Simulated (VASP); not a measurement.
Consider the following.

```
Mg
1.0
    1.60017    -2.77158     0.00000
    1.60017     2.77158     0.00000
    0.00000     0.00000     5.09673
Mg
2
Cartesian
  1.60017   0.92386   1.27418
  1.60017  -0.92386   3.82255
```

Calculation: rev-vdW-DF2, VASP's PBE PAW potentials (set 64) (plane waves; VASP 6.6.1). Run with 520 eV cut-off, Gaussian smearing of 0.050 eV, potentials Mg.

Problem. Predict the band gap (along the path) with the smallest direct gap where there is one.

Solution. 
The band gap (along the path) is none (metal, semimetal or under 0.01 eV).

The compound is Mg in the hcp structure. It was relaxed first.
